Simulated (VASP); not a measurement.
**How U changes MnFe3**

Aim: follow the moments and the gap of MnFe3 as U grows. The start is a computed cell from the Materials Project.

Method: r2SCAN, spin-polarised from a ferrimagnetic start; plane waves and PAW (Fe, Mn), in the first sound run; inputs show where later runs differ, in VASP 6.6.1.

## 1. The starting structure

It takes space group P-6m2 (No. 187, hexagonal). The conventional cell has a = 2.470 Å, b = 2.470 Å, c = 7.827 Å, α = 90.00°, β = 90.00°, γ = 120.00°. Nearest to Fe lie 9 Fe at 2.42 to 2.47 Å and 3 Mn at 2.42 Å. Fe has 12 Fe at 2.42 to 2.47 Å nearest. Nearest to Mn lie 6 Fe at 2.42 Å and 6 Mn at 2.47 Å. Farther neighbours are not listed.

Coordinates:

```cif
data_structure
_symmetry_space_group_name_H-M 'P 1'
_symmetry_Int_Tables_number 1
_cell_length_a 2.4703
_cell_length_b 2.4703
_cell_length_c 7.8265
_cell_angle_alpha 90.000
_cell_angle_beta 90.000
_cell_angle_gamma 120.000
_cell_volume 41.36
loop_
_atom_site_label
_atom_site_type_symbol
_atom_site_fract_x
_atom_site_fract_y
_atom_site_fract_z
_atom_site_occupancy
Fe1 Fe 0.33333 0.66667 0.74948 1
Fe2 Fe 0.33333 0.66667 0.25052 1
Fe3 Fe 0.66667 0.33333 0.50000 1
Mn4 Mn 0.66667 0.33333 0.00000 1
```

## 2. Series over U, start order fm, U 0

U penalises partly filled orbitals; repeating the run over U shows how far moments and gap depend on it.

INCAR

```
SYSTEM = MnFe3
PREC = Accurate
ENCUT = 350
EDIFF = 1E-06
NELM = 150
ISMEAR = 0
SIGMA = 0.05
LREAL = .FALSE.
ALGO = Normal
METAGGA = R2SCAN
LASPH = .TRUE.
NBANDS = 29
ISPIN = 2
MAGMOM = 3 3 3 4
LMAXMIX = 4
LORBIT = 11
LWAVE = .FALSE.
LCHARG = .FALSE.
KPAR = 2
AMIX = 0.2
BMIX = 1E-04
AMIX_MAG = 0.8
BMIX_MAG = 1E-04
NEDOS = 1200
```

POSCAR

```
MnFe3
1.0
    2.4702761989      0.0000000000      0.0000000000
   -1.2351380994      2.1393219426      0.0000000000
    0.0000000000      0.0000000000      7.8265410000
Fe Mn
3 1
Direct
    0.3333333333      0.6666666667      0.7494800000
    0.3333333333      0.6666666667      0.2505200000
    0.6666666667      0.3333333333      0.5000000000
    0.6666666667      0.3333333333      0.0000000000
```

KPOINTS

```
Automatic mesh
0
Gamma
8 8 3
0 0 0
```

PAW data sets: Fe and Mn (PBE family, release 64).

Run with:

```sh
$ mpirun -np 2 vasp_std
```

The log of the run:

```text
[banner, memory and clock lines left out]
running    2 mpi-ranks, on    1 nodes
[...]
|                                                                             |
|               ----> ADVICE to this user running VASP <----                  |
|                                                                             |
|     You enforced a specific xc type in the INCAR file but a different       |
|     [... a line on the potential file left out ...]
|     I HOPE YOU KNOW WHAT YOU ARE DOING!                                     |
|                                                                             |

 LDA part: xc-table for (None), standard interpolation
 POSCAR, INCAR and KPOINTS ok, starting setup
[...]
entering main loop
       N       E                     dE             d eps       ncg     rms          rms(c)
DAV:   1     0.179285964166E+03    0.17929E+03   -0.10569E+04  2320   0.114E+03
DAV:   2    -0.475469572023E+02   -0.22683E+03   -0.21209E+03  2320   0.276E+02
DAV:   3    -0.589246321976E+02   -0.11378E+02   -0.10721E+02  2535   0.866E+01
DAV:   4    -0.590920655553E+02   -0.16743E+00   -0.16725E+00  2655   0.119E+01
[...]
DAV:   8    -0.578495413857E+02    0.72665E+00   -0.47571E+01  3458   0.539E+01    0.218E+01
DAV:   9    -0.557384067470E+02    0.21111E+01   -0.90487E+00  3346   0.429E+01    0.121E+01
DAV:  10    -0.553181399581E+02    0.42027E+00   -0.26747E+00  3383   0.156E+01    0.553E+00
[... 130 further cycles ...]
DAV: 141    -0.550641092358E+02    0.15470E-01   -0.37172E-01  4035   0.741E+00    0.202E+00
DAV: 142    -0.550389005941E+02    0.25209E-01   -0.86876E-02  3997   0.377E+00    0.251E+00
DAV: 143    -0.550159648437E+02    0.22936E-01   -0.46535E-02  4411   0.267E+00    0.256E+00
DAV: 144    -0.550145649664E+02    0.13999E-02   -0.80196E-03  3662   0.946E-01    0.242E+00
[...]
DAV: 148    -0.549456224555E+02    0.60895E-01   -0.19562E-01  3860   0.585E+00    0.155E+00
DAV: 149    -0.549646436510E+02   -0.19021E-01   -0.19234E-02  3219   0.146E+00    0.178E+00
DAV: 150    -0.549287839510E+02    0.35860E-01   -0.41331E-02  3630   0.231E+00
|                                                                             |
|           W    W    AA    RRRRR   N    N  II  N    N   GGGG   !!!           |
|           W    W   A  A   R    R  NN   N  II  NN   N  G    G  !!!           |
|           W    W  A    A  R    R  N N  N  II  N N  N  G       !!!           |
|           W WW W  AAAAAA  RRRRR   N  N N  II  N  N N  G  GGG   !            |
|           WW  WW  A    A  R   R   N   NN  II  N   NN  G    G                |
|           W    W  A    A  R    R  N    N  II  N    N   GGGG   !!!           |
|                                                                             |
|     The electronic self-consistency was not achieved in the given           |
|     number of steps (NELM). The forces and other quantities evaluated       |
|     might not be reliable so examine the results carefully. If you find     |
|     spurious results, we suggest increasing NELM, if you were close to      |
|     convergence or switching to a different ALGO or adjusting the           |
|     density mixing parameters otherwise.                                    |
|                                                                             |

   1 F= -.54928784E+02 E0= -.54923546E+02  d E =-.104759E-01  mag=     5.5836
```

Wall time 5.6 min (2 MPI ranks of Intel Xeon Platinum 8488C (Sapphire Rapids), shared host); peak memory 0.31 GiB.

The logs omit lines about the potential files and the build; timing stands in the text.

From OUTCAR (step 2):

```text
 spin component 1
 k-point     1 :       0.0000    0.0000    0.0000
  band No.  band energies     occupation
    ...
     17       5.3590      1.00000
     18       6.4583      1.00000
     19       6.4583      1.00000
     20       6.6185      1.00000
     21       6.6185      1.00000
     22       7.0097      0.00017
     23       7.0103      0.00016
     24       7.4219      0.00000
     25      15.5537      0.00000
     26      24.2528      0.00000
    ...

 k-point     2 :       0.1250   -0.0000    0.0000
  band No.  band energies     occupation
    ...
     18       5.5730      1.00000
     19       6.4374      1.00000
     20       6.5793      1.00000
     21       6.7749      0.99887
     22       6.8666      0.67655
     23       7.0939      0.00000
     24       9.7504      0.00000
     25      15.6064      0.00000
     26      24.6169      0.00000
     27      24.7407      0.00000
    ...

  Total        6.5770754      6.5770754      5.9885058      0.0000000      0.0000000     -0.0000000
  in kB      254.7721063    254.7721063    231.9730489      0.0000000      0.0000000     -0.0000000
  external PRESSURE =     247.1724205 kB  Pullay stress =       0.0000000 kB

 POSITION                                       TOTAL-FORCE (eV/Angst)
 -----------------------------------------------------------------------------------
     -0.00000      1.42621      5.86584        -0.000000      0.000000     -0.910281
     -0.00000      1.42621      1.96071        -0.000000     -0.000000      0.910281
      1.23514      0.71311      3.91327         0.000000     -0.000000      0.000000
      1.23514      0.71311      0.00000        -0.000000      0.000000      0.000000
 -----------------------------------------------------------------------------------
    total drift:                               -0.000007      0.000004     -0.000000

  FREE ENERGIE OF THE ION-ELECTRON SYSTEM (eV)
  ---------------------------------------------------
  free  energy   TOTEN  =       -54.9287839510 eV

  energy  without entropy=      -54.9183080993  energy(sigma->0) =      -54.92354603

 magnetization (x)
# of ion       s       p       d       tot
------------------------------------------
    1       -0.020  -0.054   1.155   1.081
    2       -0.020  -0.054   1.155   1.081
    3       -0.013  -0.031   1.207   1.163
    4        0.006  -0.005   2.434   2.435
--------------------------------------------------
tot         -0.047  -0.145   5.951   5.759

[... 24 further parts left out ...]
[key lines of the parts left out:]
E-fermi :   6.8828
```

The electronic loop did not meet EDIFF within NELM cycles, so this run is left out of the comparison.

## 3. Series over U, start order AFM, U 0

This step: r2SCAN, spin-polarised from a ferrimagnetic start; plane waves and PAW (Fe, Mn) (VASP 6.6.1).

Changes to INCAR since step 2:

```diff
@@ -13,3 +13,3 @@
 ISPIN = 2
-MAGMOM = 3 3 3 4
+MAGMOM = 3 -3 3 -4
 LMAXMIX = 4
```

POSCAR is that of step 2.

KPOINTS is that of step 2.

Run with:

```sh
$ mpirun -np 2 vasp_std
```

The log of the run:

```text
[banner, memory and clock lines left out]
running    2 mpi-ranks, on    1 nodes
 distrk:  each k-point on    1 cores,    2 groups
 distr:  one band on    1 cores,    1 groups

 POSCAR found type information on POSCAR FeMn
 POSCAR found :  2 types and       4 ions
 [... a notice as in an earlier step ...]

 LDA part: xc-table for (None), standard interpolation
 POSCAR, INCAR and KPOINTS ok, starting setup
 FFT: planning ... GRIDC
 FFT: planning ... GRID_SOFT
 FFT: planning ... GRID
 WAVECAR not read
 entering main loop
       N       E                     dE             d eps       ncg     rms          rms(c)
DAV:   1     0.179094188707E+03    0.17909E+03   -0.10077E+04  2900   0.111E+03
DAV:   2    -0.496102231887E+02   -0.22870E+03   -0.20910E+03  2900   0.279E+02
DAV:   3    -0.617369107735E+02   -0.12127E+02   -0.11090E+02  3205   0.916E+01
DAV:   4    -0.619080317155E+02   -0.17112E+00   -0.17089E+00  3315   0.120E+01
DAV:   5    -0.619141644113E+02   -0.61327E-02   -0.61324E-02  4361   0.194E+00    0.267E+01
DAV:   6    -0.610607196117E+02    0.85344E+00   -0.18691E+01  4318   0.767E+01    0.282E+01
DAV:   7    -0.594516709005E+02    0.16090E+01   -0.25806E+01  4724   0.807E+01    0.249E+01
DAV:   8    -0.594178158757E+02    0.33855E-01   -0.25854E+01  4411   0.578E+01    0.256E+01
DAV:   9    -0.569553788655E+02    0.24624E+01   -0.10938E+01  4460   0.438E+01    0.157E+01
DAV:  10    -0.559638393251E+02    0.99154E+00   -0.55223E+00  4345   0.306E+01    0.801E+00
DAV:  11    -0.558759235310E+02    0.87916E-01   -0.61219E-01  4359   0.986E+00    0.441E+00
DAV:  12    -0.559435641265E+02   -0.67641E-01   -0.13749E-01  4528   0.383E+00    0.372E+00
DAV:  13    -0.560151774940E+02   -0.71613E-01   -0.15732E-01  5206   0.464E+00    0.294E+00
DAV:  14    -0.560698388355E+02   -0.54661E-01   -0.21983E-01  5334   0.616E+00    0.187E+00
DAV:  15    -0.560875339920E+02   -0.17695E-01   -0.10173E-01  4940   0.475E+00    0.935E-01
DAV:  16    -0.560975323800E+02   -0.99984E-02   -0.30777E-02  4888   0.230E+00    0.503E-01
DAV:  17    -0.561006074736E+02   -0.30751E-02   -0.74131E-03  4727   0.930E-01    0.371E-01
DAV:  18    -0.561010687335E+02   -0.46126E-03   -0.22593E-03  4176   0.799E-01    0.205E-01
DAV:  19    -0.561009358772E+02    0.13286E-03   -0.74078E-04  4067   0.456E-01    0.115E-01
DAV:  20    -0.561008946265E+02    0.41251E-04   -0.22535E-04  4745   0.270E-01    0.682E-02
DAV:  21    -0.561008807875E+02    0.13839E-04   -0.11643E-04  4928   0.151E-01    0.554E-02
DAV:  22    -0.561008558104E+02    0.24977E-04   -0.53424E-05  4582   0.960E-02    0.291E-02
DAV:  23    -0.561009546560E+02   -0.98846E-04   -0.16124E-05  4386   0.678E-02    0.112E-02
DAV:  24    -0.561009379614E+02    0.16695E-04   -0.24509E-06  2296   0.214E-02    0.539E-03
DAV:  25    -0.561009258440E+02    0.12117E-04   -0.11013E-06  1718   0.134E-02    0.358E-03
DAV:  26    -0.561009152626E+02    0.10581E-04   -0.61330E-07  1615   0.937E-03    0.195E-03
DAV:  27    -0.561009248177E+02   -0.95551E-05   -0.25890E-07  1595   0.910E-03    0.144E-03
DAV:  28    -0.561009205489E+02    0.42689E-05   -0.10303E-07  1570   0.408E-03    0.847E-04
DAV:  29    -0.561009207815E+02   -0.23260E-06   -0.44720E-08  1565   0.230E-03
   1 F= -.56100921E+02 E0= -.56098795E+02  d E =-.425091E-02  mag=     0.5436
```

Run time: 77 s. Hardware: 2 MPI ranks; peak memory 0.3 GiB.

OUTCAR, selected parts (step 3):

```text
The static configuration has the point symmetry D_3h.

 Found     25 irreducible k-points:

   k-points           NKPTS =     25   k-points in BZ     NKDIM =     25   number of bands    NBANDS=     29

   NELECT =      31.0000    total number of electrons

 E-fermi :   7.2609

 spin component 1
 k-point     1 :       0.0000    0.0000    0.0000
  band No.  band energies     occupation
    ...
     13       5.5500      1.00000
     14       5.5500      1.00000
     15       6.2024      1.00000
     16       7.0482      1.00000
     17       7.0482      1.00000
     18       7.2829      0.26653
     19       7.2829      0.26651
     20       7.3800      0.00038
     21       9.0009      0.00000
     22       9.0009      0.00000
    ...

 k-point     2 :       0.1250   -0.0000    0.0000
  band No.  band energies     occupation
    ...
     13       5.4608      1.00000
     14       5.5971      1.00000
     15       6.2305      1.00000
     16       6.6406      1.00000
     17       6.9632      1.00000
     18       7.3144      0.06500
     19       7.5989      0.00000
     20       7.9479      0.00000
     21       8.9170      0.00000
     22       9.0448      0.00000
    ...

 k-point     3 :       0.2500   -0.0000    0.0000
  band No.  band energies     occupation
    ...
     13       5.6072      1.00000
     14       5.7141      1.00000
     15       5.9521      1.00000
     16       6.3446      1.00000
     17       7.1015      1.00000
     18       7.8609      0.00000
     19       8.3532      0.00000
     20       8.6213      0.00000
     21       9.0161      0.00000
     22       9.1432      0.00000
    ...

 k-point     4 :       0.3750   -0.0000    0.0000
  band No.  band energies     occupation
    ...
     12       5.8326      1.00000
     13       6.1045      1.00000
     14       6.1806      1.00000
     15       6.1843      1.00000
     16       6.7028      1.00000
     17       7.8829      0.00000
     18       8.2478      0.00000
     19       9.2258      0.00000
     20       9.2296      0.00000
     21       9.5972      0.00000
    ...

  Total        3.1714585      3.1714585     10.4454292      0.0000000      0.0000000      0.0000000
  in kB      122.8508286    122.8508286    404.6181394      0.0000000      0.0000000      0.0000000
  external PRESSURE =     216.7732655 kB  Pullay stress =       0.0000000 kB

 POSITION                                       TOTAL-FORCE (eV/Angst)
 -----------------------------------------------------------------------------------
     -0.00000      1.42621      5.86584        -0.000000     -0.000000      1.136000
     -0.00000      1.42621      1.96071         0.000000      0.000000      0.610097
      1.23514      0.71311      3.91327         0.000000     -0.000000     -0.718733
      1.23514      0.71311      0.00000        -0.000000      0.000000     -1.027364
 -----------------------------------------------------------------------------------
    total drift:                               -0.000008      0.000005      0.000497

  FREE ENERGIE OF THE ION-ELECTRON SYSTEM (eV)
  ---------------------------------------------------
  free  energy   TOTEN  =       -56.1009207815 eV

  energy  without entropy=      -56.0966698726  energy(sigma->0) =      -56.09879533

 total charge
# of ion       s       p       d       tot
------------------------------------------
    1        0.554   0.664   6.290   7.509
    2        0.555   0.667   6.288   7.511
    3        0.551   0.658   6.288   7.497
    4        0.447   0.507   5.145   6.099
--------------------------------------------------
tot          2.108   2.496  24.011  28.616

 magnetization (x)
# of ion       s       p       d       tot
------------------------------------------
    1        0.008  -0.052   2.264   2.220
    2       -0.008   0.011  -2.120  -2.117
    3        0.005  -0.042   2.238   2.201
    4       -0.016  -0.012  -1.699  -1.726
--------------------------------------------------
tot         -0.010  -0.096   0.683   0.578

[... 6 parts as in an earlier step ...]

[... 10 further parts left out ...]
```

The magnetic state follows from one typed start and may not be the lowest. The k-mesh is coarse for a metal. SCAN-type functionals tend to overstate the moments of itinerant magnets. The PAW data sets were made with PBE, which is usual practice but a small mismatch for other functionals. The data set Mn keeps the semicore shell frozen, which is cheaper and a little less accurate.

This step gave:

```yaml
electronic_cycles: 29
electrons: 31
free_energy_toten: -56.1009 eV
energy_at_zero_smearing: -56.0988 eV
fermi_energy: 7.261 eV
moment_of_the_cell_from_the_last_line_of_the_log: 0.5436 μB
labelled_metallic_from_the_levels_on_this_mesh: yes
```

Spin moment in the PAW sphere by atom:

```
atom  spin moment in the PAW sphere (μB)
 Fe1                                2.22
 Fe2                               -2.12
 Fe3                                2.20
 Mn4                               -1.73
```

Force by atom:

```
atom  x (eV/Å)  y (eV/Å)  z (eV/Å)  size
 Fe1      0.00      0.00      1.14  1.14
 Fe2      0.00      0.00      0.61  0.61
 Fe3      0.00      0.00     -0.72  0.72
 Mn4      0.00      0.00     -1.03  1.03
```

Energy at zero smearing: -56.09880 eV.

## 4. Series over U, start order fm, U 1

This step: r2SCAN, DFT+U (Fe d 1 eV, Mn d 1 eV), spin-polarised from a ferromagnetic start; plane waves and PAW (Fe, Mn) (VASP 6.6.1).

Changes to INCAR since step 3:

```diff
@@ -13,3 +13,9 @@
 ISPIN = 2
-MAGMOM = 3 -3 3 -4
+MAGMOM = 3 3 3 4
+LDAU = .TRUE.
+LDAUTYPE = 2
+LDAUL = 2 2
+LDAUU = 1 1
+LDAUJ = 0 0
+LDAUPRINT = 1
 LMAXMIX = 4
```

POSCAR is that of step 3.

KPOINTS is that of step 3.

Run with:

```sh
$ mpirun -np 2 vasp_std
```

The log of the run:

```text
[... set-up lines as in an earlier step ...]
 entering main loop
       N       E                     dE             d eps       ncg     rms          rms(c)
DAV:   1     0.183085040652E+03    0.18309E+03   -0.10596E+04  2320   0.114E+03
DAV:   2    -0.435421291437E+02   -0.22663E+03   -0.21231E+03  2320   0.275E+02
DAV:   3    -0.554859109573E+02   -0.11944E+02   -0.11294E+02  2535   0.886E+01
DAV:   4    -0.556551996455E+02   -0.16929E+00   -0.16913E+00  2660   0.120E+01
[...]
DAV:  34    -0.527920533567E+02   -0.11469E-05   -0.37584E-08  1240   0.210E-03    0.740E-04
DAV:  35    -0.527920550719E+02   -0.17152E-05   -0.12737E-08  1240   0.157E-03    0.457E-04
DAV:  36    -0.527920556185E+02   -0.54656E-06   -0.73428E-09  1220   0.776E-04
   1 F= -.52792056E+02 E0= -.52790098E+02  d E =-.391425E-02  mag=    11.4998
```

It took 78 s on 2 MPI ranks; peak memory 0.3 GiB.

Parts of OUTCAR (step 4):

```text
  Total       11.9467008     11.9467008     18.3574244      0.0000000      0.0000000     -0.0000000
  in kB      462.7719683    462.7719682    711.1002108      0.0000000      0.0000000     -0.0000000
  external PRESSURE =     545.5480491 kB  Pullay stress =       0.0000000 kB

 POSITION                                       TOTAL-FORCE (eV/Angst)
 -----------------------------------------------------------------------------------
     -0.00000      1.42621      5.86584        -0.000000      0.000000     -0.007783
     -0.00000      1.42621      1.96071        -0.000000     -0.000000      0.007783
      1.23514      0.71311      3.91327         0.000000     -0.000000      0.000000
      1.23514      0.71311      0.00000         0.000000     -0.000000      0.000000
 -----------------------------------------------------------------------------------
    total drift:                               -0.000003      0.000002     -0.000000

  FREE ENERGIE OF THE ION-ELECTRON SYSTEM (eV)
  ---------------------------------------------------
  free  energy   TOTEN  =       -52.7920556185 eV

  energy  without entropy=      -52.7881413653  energy(sigma->0) =      -52.79009849

 magnetization (x)
# of ion       s       p       d       tot
------------------------------------------
    1       -0.021  -0.082   2.823   2.721
    2       -0.021  -0.082   2.823   2.721
    3       -0.017  -0.094   2.835   2.724
    4       -0.002  -0.026   3.409   3.380
--------------------------------------------------
tot         -0.061  -0.285  11.891  11.546

[... 2 parts as in an earlier step ...]

[... 1 further part left out ...]
[key lines of the parts left out:]
E-fermi :   7.5395
```

A U on the itinerant d states of such a compound is hard to justify; it moves the bands at the Fermi level and favours large moments.

Energy at zero smearing: -52.79010 eV.

(Continued in part 2 of 3.)

[Lines on the potential files, build, host, timing and source positions are cut from VASP's logs without a mark.]

[Logs are printed without paths, hosts, clocks, repeated set-up lines and the standing remarks that a program may print on its own settings, such as how far it seeks lower states.]

[Hosts, paths, dates, database ids (printed as entryN), source tags and the programs' standing remarks are cut or masked in the printed files.]

[In band tables of VASP the shares of atoms and orbitals are scaled to a sum of 1 inside the atoms' spheres.]

[Runs that stopped without an error message from VASP are left out.]
